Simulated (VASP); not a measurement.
```xyz
3
Lattice="0.0000 2.9999 2.9999 2.9999 0.0000 2.9999 2.9999 2.9999 0.0000" Properties=species:S:1:pos:R:3 pbc="T T T"
Mg     1.5000     1.5000     1.5000
Mg     4.4999     4.4999     4.4999
Ge     0.0000     0.0000     0.0000
```

All values below come from LDA (Ceperley-Alder, Perdew-Zunger), VASP's LDA PAW potentials (set 64) (plane waves; VASP). Numerical set-up: 500 eV cut-off, 9×9×9 Γ-centred mesh, first-order Methfessel-Paxton smearing of 0.10 eV, potentials Mg Ge_d.

**Question.** Predict the energy per atom (σ→0), pressure.

**Answer.** 
| Item | Result |
|---|---|
| energy per atom (σ→0) | -3.225 eV/atom |
| pressure | 10.16 GPa |

The absolute energy has meaning only against runs of the same code, potentials and settings.

The compound is Mg2Ge in the antifluorite structure. It was relaxed first under an external pressure of 10 GPa.
